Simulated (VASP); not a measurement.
Here is the system:

```yaml
crystal:
  lattice:
    - [1.42673, -2.47118, 0.00000]
    - [1.42673, 2.47118, 0.00000]
    - [0.00000, 0.00000, 2.79675]
  atoms:
    - { symbol: W, position: [0.00000, 0.00000, 0.00000] }
    - { symbol: C, position: [0.33333, 0.66667, 0.50000] }
```

Computed with PBE GGA, VASP's PBE PAW potentials (set 64) (plane waves; VASP). Settings: 600 eV cut-off, 14×14×12 Γ-centred mesh, first-order Methfessel-Paxton smearing of 0.10 eV, potentials W_sv C.

Unless said otherwise, spin-orbit coupling is left out, though it shifts the bands of the heavy elements here.

Task: Predict the energy per atom (σ→0), pressure, band gap (on the k-mesh) with the smallest direct gap where there is one.

Result: 
```yaml
band gap (on the k-mesh): none (metal, semimetal or under 0.01 eV)
energy per atom (σ→0): -11.163 eV/atom
pressure: 30.05 GPa
```

The compound is WC in the wc structure. It was relaxed first under an external pressure of 30 GPa.
